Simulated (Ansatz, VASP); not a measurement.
# Cross-check of BaZrO3 between VASP and Ansatz

Wanted: the spread between two codes on one cell, functional and k mesh. The cell is taken from a series of VASP runs on this material, whose earlier steps may have relaxed, scaled or displaced it; both programs get it as it stands.

Main program and level: Ansatz 0.2.0; plane waves, with VASP 6.6.1 beside it; zone-centre phonons at r2SCAN.

### Step 1. Set-up

It takes space group Pm-3m (No. 221, cubic). Conventional cell: a = 4.214 Å, b = 4.214 Å, c = 4.214 Å, α = 90.00°, β = 90.00°, γ = 90.00°. Nearest to Ba lie 12 O at 2.98 Å. Nearest to Zr lie 6 O at 2.11 Å. Nearest to O lie 2 Zr at 2.11 Å and 4 Ba at 2.98 Å. Farther neighbours and most contacts between anions are not listed.

Structure file:

```cif
data_structure
_symmetry_space_group_name_H-M 'P 1'
_symmetry_Int_Tables_number 1
_cell_length_a 4.2139
_cell_length_b 4.2139
_cell_length_c 4.2139
_cell_angle_alpha 90.000
_cell_angle_beta 90.000
_cell_angle_gamma 90.000
_cell_volume 74.82
loop_
_atom_site_label
_atom_site_type_symbol
_atom_site_fract_x
_atom_site_fract_y
_atom_site_fract_z
_atom_site_occupancy
Ba1 Ba 0.00000 0.00000 0.00000 1
Zr2 Zr 0.50000 0.50000 0.50000 1
O3 O 0.00000 0.50000 0.50000 1
O4 O 0.50000 0.00000 0.50000 1
O5 O 0.50000 0.50000 0.00000 1
```

### Step 2. VASP: zone-centre phonons, r2SCAN

Second derivatives magnify differences that forces hide, and they need a tight electronic threshold.

Lines of VASP's logs that name or quote its potential files are left out, and so is its time.

Input file INCAR:

```
SYSTEM = BaZrO3
PREC = Accurate
ENCUT = 520
EDIFF = 1E-08
NELM = 100
ISMEAR = 0
SIGMA = 0.05
LREAL = .FALSE.
ALGO = Normal
METAGGA = R2SCAN
LASPH = .TRUE.
NBANDS = 26
LORBIT = 11
LWAVE = .FALSE.
LCHARG = .FALSE.
KPAR = 4
IBRION = 6
NFREE = 2
POTIM = 0.015
ISIF = 2
NSW = 1
```

Input file POSCAR:

```
BaZrO3
1.0
    4.2138674132      0.0000000000      0.0000000000
    0.0000000000      4.2138674132      0.0000000000
    0.0000000000      0.0000000000      4.2138674132
Ba Zr O
1 1 3
Direct
    0.0000000000      0.0000000000      0.0000000000
    0.5000000000      0.5000000000      0.5000000000
    0.0000000000      0.5000000000      0.5000000000
    0.5000000000      0.0000000000      0.5000000000
    0.5000000000      0.5000000000      0.0000000000
```

Input file KPOINTS:

```
Automatic mesh
0
Gamma
6 6 6
0 0 0
```

Potentials, in the order of the species: Ba_sv, Zr_sv and O (PBE family, release 64).

Launch:

```bash
> mpirun -np 4 vasp_std
```

Numbers of over 12 decimals in the logs are rounded to 6 here.

What it wrote:

```text
[banner, memory and clock lines left out]
running    4 mpi-ranks, on    1 nodes
 distrk:  each k-point on    1 cores,    4 groups
 distr:  one band on    1 cores,    1 groups

 POSCAR found type information on POSCAR BaZrO
 POSCAR found :  3 types and       5 ions
|                                                                             |
|               ----> ADVICE to this user running VASP <----                  |
|                                                                             |
|     You enforced a specific xc type in the INCAR file but a different       |
|     [... a line on the potential file left out ...]
|     I HOPE YOU KNOW WHAT YOU ARE DOING!                                     |
|                                                                             |

 LDA part: xc-table for (None), standard interpolation
 POSCAR, INCAR and KPOINTS ok, starting setup
 FFT: planning ... GRIDC
 FFT: planning ... GRID_SOFT
 FFT: planning ... GRID
 WAVECAR not read
 entering main loop
       N       E                     dE             d eps       ncg     rms          rms(c)
DAV:   1     0.271420971096E+03    0.27142E+03   -0.22497E+04  1040   0.154E+03
DAV:   2    -0.842243178345E+02   -0.35565E+03   -0.34803E+03  1296   0.381E+02
DAV:   3    -0.106623396589E+03   -0.22399E+02   -0.22334E+02  1754   0.894E+01
DAV:   4    -0.107235443338E+03   -0.61205E+00   -0.61096E+00  1450   0.117E+01
DAV:   5    -0.107247348579E+03   -0.11905E-01   -0.11904E-01  1558   0.128E+00    0.288E+01
DAV:   6    -0.846929162077E+02    0.22554E+02   -0.25310E+01  1348   0.376E+01    0.100E+01
DAV:   7    -0.850624963789E+02   -0.36958E+00   -0.19699E+00  1408   0.869E+00    0.536E+00
DAV:   8    -0.851734711896E+02   -0.11097E+00   -0.10056E+00  1134   0.645E+00    0.188E+00
DAV:   9    -0.851052234931E+02    0.68248E-01   -0.31985E-01  1170   0.309E+00    0.376E-01
DAV:  10    -0.851072009915E+02   -0.19775E-02   -0.11230E-02  1396   0.733E-01    0.229E-01
DAV:  11    -0.851078248919E+02   -0.62390E-03   -0.11201E-02  1202   0.596E-01    0.177E-01
DAV:  12    -0.851074357095E+02    0.38918E-03   -0.14116E-03  1192   0.226E-01    0.482E-02
DAV:  13    -0.851074095136E+02    0.26196E-04   -0.16755E-04  1314   0.704E-02    0.889E-03
DAV:  14    -0.851074104429E+02   -0.92930E-06   -0.86947E-06  1518   0.186E-02    0.438E-03
DAV:  15    -0.851074100911E+02    0.35181E-06   -0.37960E-07  1254   0.383E-03    0.302E-03
DAV:  16    -0.851074094214E+02    0.66971E-06   -0.56535E-07  1284   0.425E-03    0.363E-04
DAV:  17    -0.851074095446E+02   -0.12319E-06   -0.22052E-08  1130   0.969E-04    0.215E-04
DAV:  18    -0.851074095536E+02   -0.90099E-08   -0.93894E-10   616   0.260E-04
   1 F= -.85107410E+02 E0= -.85107410E+02  d E =-.176138E-15
[... from here on, the cycles between the ionic steps are left out ...]
   2 F= -.85106953E+02 E0= -.85106953E+02  d E =-.170054E-15
   3 F= -.85106953E+02 E0= -.85106953E+02  d E =-.170138E-15
   4 F= -.85106469E+02 E0= -.85106469E+02  d E =-.128239E-15
   5 F= -.85106469E+02 E0= -.85106469E+02  d E =-.128122E-15
   6 F= -.85106079E+02 E0= -.85106079E+02  d E =-.140861E-15
   7 F= -.85106079E+02 E0= -.85106079E+02  d E =-.140745E-15
   8 F= -.85107065E+02 E0= -.85107065E+02  d E =-.169824E-15
 Finite differences progress:
  Degree of freedom:   4/  4
  Displacement:        1/  2
  Total:               7/  8
 bond charge predicted
       N       E                     dE             d eps       ncg     rms          rms(c)
DAV:   1    -0.851103953028E+02   -0.33299E-02   -0.34177E+00  3532   0.100E+01    0.199E-01
DAV:   2    -0.851075811012E+02    0.28142E-02   -0.43682E-02  3970   0.121E+00    0.120E-01
DAV:   3    -0.851070949802E+02    0.48612E-03   -0.10399E-03  4334   0.200E-01    0.545E-02
DAV:   4    -0.851070506834E+02    0.44297E-04   -0.57752E-04  3898   0.139E-01    0.186E-02
DAV:   5    -0.851070637940E+02   -0.13111E-04   -0.68507E-05  3714   0.403E-02    0.143E-02
DAV:   6    -0.851070658085E+02   -0.20145E-05   -0.42961E-06  4326   0.139E-02    0.549E-03
DAV:   7    -0.851070653358E+02    0.47275E-06   -0.16785E-06  4144   0.890E-03    0.785E-04
DAV:   8    -0.851070653907E+02   -0.54960E-07   -0.42190E-07  3796   0.339E-03    0.903E-04
DAV:   9    -0.851070653884E+02    0.23319E-08   -0.13134E-08  3112   0.769E-04
   9 F= -.85107065E+02 E0= -.85107065E+02  d E =-.169429E-15
 Finite differences progress:
  Degree of freedom:   4/  4
  Displacement:        2/  2
  Total:               8/  8
```

OUTCAR, selected parts (step 2):

```text
ion  position               nearest neighbor table
   1  0.000  0.000  0.000-   3 2.98   4 2.98   5 2.98   3 2.98   4 2.98   3 2.98   5 2.98   3 2.98
                             4 2.98   5 2.98   4 2.98   5 2.98   2 3.65   2 3.65   2 3.65   2 3.65
   2  0.500  0.500  0.500-   3 2.11   4 2.11   5 2.11   5 2.11   4 2.11   3 2.11   1 3.65   1 3.65
                             1 3.65   1 3.65   1 3.65   1 3.65   1 3.65   1 3.65
   3  0.000  0.500  0.500-   2 2.11   2 2.11   1 2.98   1 2.98   1 2.98   1 2.98
   4  0.500  0.000  0.500-   2 2.11   2 2.11   1 2.98   1 2.98   1 2.98   1 2.98
   5  0.500  0.500  0.000-   2 2.11   2 2.11   1 2.98   1 2.98   1 2.98   1 2.98

  LATTYP: Found a simple cubic cell.
 ALAT       =     4.2138674132

 Subroutine GETGRP returns: Found 48 space group operations
 (whereof 48 operations were pure point group operations)

The static configuration has the point symmetry O_h .

 Found     20 irreducible k-points:

   k-points           NKPTS =     20   k-points in BZ     NKDIM =     20   number of bands    NBANDS=     26

   dimension x,y,z NGX =    32 NGY =   32 NGZ =   32
   dimension x,y,z NGXF=    64 NGYF=   64 NGZF=   64

   ENCUT  =  520.0 eV  38.22 Ry    6.18 a.u.   7.84  7.84  7.84*2*pi/ulx,y,z

   NELECT =      40.0000    total number of electrons

 k-points in reciprocal lattice and weights: Automatic mesh
   0.00000000  0.00000000  0.00000000       0.005
   0.16666667  0.00000000  0.00000000       0.028
   0.33333333  0.00000000  0.00000000       0.028
   0.50000000  0.00000000  0.00000000       0.014
   0.16666667  0.16666667  0.00000000       0.056
   0.33333333  0.16666667  0.00000000       0.111
   0.50000000  0.16666667  0.00000000       0.056
   0.33333333  0.33333333  0.00000000       0.056
   0.50000000  0.33333333  0.00000000       0.056
[...]
0.50000000  0.50000000  0.33333333       0.028
   0.50000000  0.50000000  0.50000000       0.005

 average (electrostatic) potential at core
       1 -38.9310       2 -83.7515       3 -73.0780       4 -73.0779       5 -73.0781

 E-fermi :   3.6383

 k-point     1 :       0.0000    0.0000    0.0000
  band No.  band energies     occupation
    ...
     16       2.3814      2.00000
     17       2.3814      2.00000
     18       3.1093      2.00000
     19       3.1099      2.00000
     20       3.1100      2.00000
     21       7.0344      0.00000
     22       7.0347      0.00000
     23       7.0361      0.00000
     24       8.5167      0.00000
     25       8.5172      0.00000
    ...

 k-point     2 :       0.1667    0.0000    0.0000
  band No.  band energies     occupation
    ...
     16       2.1535      2.00000
     17       2.1999      2.00000
     18       2.4926      2.00000
     19       3.0221      2.00000
     20       3.0224      2.00000
     21       7.1275      0.00000
     22       7.6186      0.00000
     23       7.6186      0.00000
     24       8.9401      0.00000
     25       8.9703      0.00000
    ...

 k-point     3 :       0.3333    0.0000    0.0000
  band No.  band energies     occupation
    ...
     16       1.7986      2.00000
     17       1.8321      2.00000
     18       1.8777      2.00000
     19       2.9067      2.00000
     20       2.9069      2.00000
     21       7.3380      0.00000
     22       8.8059      0.00000
     23       8.8071      0.00000
     24       9.8093      0.00000
     25       9.9917      0.00000
    ...

 POSITION                                       TOTAL-FORCE (eV/Angst)
 -----------------------------------------------------------------------------------
      0.00000      0.00000      0.00000         0.000000      0.006236      0.000000
      2.10693      2.10693      2.10693         0.000000     -0.008430      0.000000
      0.00000      2.09193      2.10693         0.000000      0.046361      0.000000
      2.10693      0.00000      2.10693         0.000000     -0.052422      0.000000
      2.10693      2.10693      0.00000         0.000000      0.008254      0.000000
 -----------------------------------------------------------------------------------
    total drift:                                0.000000      0.001065     -0.000001

  FREE ENERGIE OF THE ION-ELECTRON SYSTEM (eV)
  ---------------------------------------------------
  free  energy   TOTEN  =       -85.1070653884 eV

  energy  without entropy=      -85.1070653884  energy(sigma->0) =      -85.10706539

 Eigenvectors and eigenvalues of the dynamical matrix
 ----------------------------------------------------

   1 f  =   14.775073 THz    92.834520 2PiTHz  492.843379 cm-1    61.104764 meV
             X         Y         Z           dx          dy          dz
      0.000000  0.000000  0.000000    -0.001118    0.029833    0.000000
      2.106934  2.106934  2.106934    -0.003616    0.096484   -0.000000
      0.000000  2.106934  2.106934     0.033860    0.293569   -0.000000
      2.106934  0.000000  2.106934    -0.011004   -0.903345    0.000000
      2.106934  2.106934  0.000000    -0.011004    0.293569    0.000000

   2 f  =   14.775073 THz    92.834520 2PiTHz  492.843379 cm-1    61.104764 meV
             X         Y         Z           dx          dy          dz
      0.000000  0.000000  0.000000     0.000000   -0.000000   -0.029854
      2.106934  2.106934  2.106934     0.000000   -0.000000   -0.096551
      0.000000  2.106934  2.106934    -0.000000   -0.000000   -0.293775
      2.106934  0.000000  2.106934     0.000000    0.000000   -0.293775
      2.106934  2.106934  0.000000     0.000000   -0.000000    0.903980

   3 f  =   14.775073 THz    92.834520 2PiTHz  492.843379 cm-1    61.104764 meV
             X         Y         Z           dx          dy          dz
      0.000000  0.000000  0.000000    -0.029833   -0.001118    0.000000
      2.106934  2.106934  2.106934    -0.096484   -0.003616    0.000000
      0.000000  2.106934  2.106934     0.903345   -0.011004   -0.000000
      2.106934  0.000000  2.106934    -0.293569    0.033860    0.000000
      2.106934  2.106934  0.000000    -0.293569   -0.011004    0.000000

   4 f  =    6.205113 THz    38.987876 2PiTHz  206.980298 cm-1    25.662275 meV
             X         Y         Z           dx          dy          dz
      0.000000  0.000000  0.000000     0.000000   -0.000000   -0.000000
      2.106934  2.106934  2.106934    -0.000000    0.000000    0.000000
      0.000000  2.106934  2.106934    -0.000000    0.571922   -0.089414
      2.106934  0.000000  2.106934    -0.406091   -0.000000    0.089414
      2.106934  2.106934  0.000000     0.406091   -0.571922   -0.000000

   5 f  =    6.205113 THz    38.987876 2PiTHz  206.980298 cm-1    25.662275 meV
             X         Y         Z           dx          dy          dz
      0.000000  0.000000  0.000000     0.000000   -0.000000   -0.000000
      2.106934  2.106934  2.106934    -0.000000    0.000000   -0.000000
      0.000000  2.106934  2.106934     0.000000    0.130113   -0.617406
      2.106934  0.000000  2.106934     0.319187   -0.000000    0.617406
      2.106934  2.106934  0.000000    -0.319187   -0.130113    0.000000

   6 f  =    6.205113 THz    38.987876 2PiTHz  206.980298 cm-1    25.662275 meV
             X         Y         Z           dx          dy          dz
      0.000000  0.000000  0.000000     0.000000    0.000000    0.000000
      2.106934  2.106934  2.106934    -0.000000   -0.000000   -0.000000
      0.000000  2.106934  2.106934     0.000000    0.394938    0.332888
      2.106934  0.000000  2.106934     0.482918    0.000000   -0.332888
      2.106934  2.106934  0.000000    -0.482918   -0.394938    0.000000

   7 f  =    6.011319 THz    37.770233 2PiTHz  200.516027 cm-1    24.860808 meV
             X         Y         Z           dx          dy          dz
      0.000000  0.000000  0.000000    -0.165576    0.131112    0.005349
      2.106934  2.106934  2.106934     0.564921   -0.447336   -0.018251
      0.000000  2.106934  2.106934    -0.169745    0.273652    0.011165
      2.106934  0.000000  2.106934    -0.345583    0.134414    0.011165
      2.106934  2.106934  0.000000    -0.345583    0.273652    0.005484

   8 f  =    6.011319 THz    37.770233 2PiTHz  200.516027 cm-1    24.860808 meV
             X         Y         Z           dx          dy          dz
      0.000000  0.000000  0.000000     0.131190    0.165212    0.011325
      2.106934  2.106934  2.106934    -0.447603   -0.563682   -0.038638
      0.000000  2.106934  2.106934     0.134494    0.344825    0.023637
      2.106934  0.000000  2.106934     0.273815    0.169373    0.023637
      2.106934  2.106934  0.000000     0.273815    0.344825    0.011610

   9 f  =    6.011319 THz    37.770233 2PiTHz  200.516027 cm-1    24.860808 meV
             X         Y         Z           dx          dy          dz
      0.000000  0.000000  0.000000    -0.002845   -0.012197    0.210897
      2.106934  2.106934  2.106934     0.009706    0.041615   -0.719551
      0.000000  2.106934  2.106934    -0.002916   -0.025458    0.440176
      2.106934  0.000000  2.106934    -0.005938   -0.012504    0.440176
      2.106934  2.106934  0.000000    -0.005938   -0.025458    0.216208

  10 f  =    3.399188 THz    21.357727 2PiTHz  113.384704 cm-1    14.057905 meV
             X         Y         Z           dx          dy          dz
      0.000000  0.000000  0.000000     0.292999    0.612894    0.049703
      2.106934  2.106934  2.106934    -0.160471   -0.335672   -0.027221
      0.000000  2.106934  2.106934    -0.119291   -0.359902   -0.029186
      2.106934  0.000000  2.106934    -0.172054   -0.249532   -0.029186
      2.106934  2.106934  0.000000    -0.172054   -0.359902   -0.020236

  11 f  =    3.399188 THz    21.357727 2PiTHz  113.384704 cm-1    14.057905 meV
             X         Y         Z           dx          dy          dz
      0.000000  0.000000  0.000000     0.614905   -0.292144   -0.022401
      2.106934  2.106934  2.106934    -0.336774    0.160003    0.012269
      0.000000  2.106934  2.106934    -0.250351    0.171552    0.013154
      2.106934  0.000000  2.106934    -0.361083    0.118943    0.013154
      2.106934  2.106934  0.000000    -0.361083    0.171552    0.009120

  12 f  =    3.399188 THz    21.357727 2PiTHz  113.384704 cm-1    14.057905 meV
             X         Y         Z           dx          dy          dz
      0.000000  0.000000  0.000000     0.001161    0.054505   -0.678960
      2.106934  2.106934  2.106934    -0.000636   -0.029852    0.371855
      0.000000  2.106934  2.106934    -0.000473   -0.032006    0.398696
      2.106934  0.000000  2.106934    -0.000682   -0.022191    0.398696
      2.106934  2.106934  0.000000    -0.000682   -0.032006    0.276430

  13 f/i=    0.023773 THz     0.149368 2PiTHz    0.792969 cm-1     0.098316 meV
             X         Y         Z           dx          dy          dz
      0.000000  0.000000  0.000000     0.067450    0.173983    0.675053
      2.106934  2.106934  2.106934     0.055485    0.143121    0.555309
      0.000000  2.106934  2.106934     0.023393    0.060481    0.234664
      2.106934  0.000000  2.106934     0.023447    0.060342    0.234664
      2.106934  2.106934  0.000000     0.023447    0.060481    0.234126

  14 f/i=    0.023773 THz     0.149368 2PiTHz    0.792969 cm-1     0.098316 meV
             X         Y         Z           dx          dy          dz
      0.000000  0.000000  0.000000     0.575081   -0.397216    0.044915
      2.106934  2.106934  2.106934     0.473070   -0.326757    0.036948
      0.000000  2.106934  2.106934     0.199453   -0.138082    0.015613
      2.106934  0.000000  2.106934     0.199911   -0.137765    0.015613
      2.106934  2.106934  0.000000     0.199911   -0.138082    0.015578

  15 f/i=    0.023773 THz     0.149368 2PiTHz    0.792969 cm-1     0.098316 meV
             X         Y         Z           dx          dy          dz
      0.000000  0.000000  0.000000     0.394016    0.549968   -0.181114
      2.106934  2.106934  2.106934     0.324124    0.452412   -0.148987
      0.000000  2.106934  2.106934     0.136655    0.191182   -0.062959
      2.106934  0.000000  2.106934     0.136969    0.190744   -0.062959
      2.106934  2.106934  0.000000     0.136969    0.191182   -0.062815

 ELASTIC MODULI CONTR FROM IONIC RELAXATION (kBar)
 Direction    XX          YY          ZZ          XY          YZ          ZX
 --------------------------------------------------------------------------------
 XX           0.0000      0.0000      0.0000      0.0000      0.0000      0.0000
 YY           0.0000      0.0000      0.0000      0.0000      0.0000      0.0000
 ZZ           0.0000      0.0000      0.0000      0.0000      0.0000      0.0000
 XY           0.0000      0.0000      0.0000      0.0000      0.0000      0.0000
 YZ           0.0000      0.0000      0.0000      0.0000      0.0000      0.0000
 ZX           0.0000      0.0000      0.0000      0.0000      0.0000      0.0000
 --------------------------------------------------------------------------------

 total charge
# of ion       s       p       d       tot
------------------------------------------
    1        2.010   5.646   0.240   7.897
    2        2.188   6.080   1.340   9.607
    3        1.564   3.509   0.000   5.073
    4        1.564   3.509   0.000   5.073
    5        1.564   3.509   0.000   5.073
--------------------------------------------------
tot          8.891  22.252   1.580  32.723

[... 3 further parts left out ...]
```

(Continued in part 2 of 2.)

[Lines on the potential files, build, host, timing and source positions are cut from VASP's logs without a mark.]

[Logs are printed without paths, hosts, clocks, repeated set-up lines and the standing remarks that a program may print on its own settings, such as how far it seeks lower states.]

[Hosts, paths, dates, database ids (printed as entryN), source tags and the programs' standing remarks are cut or masked in the printed files.]
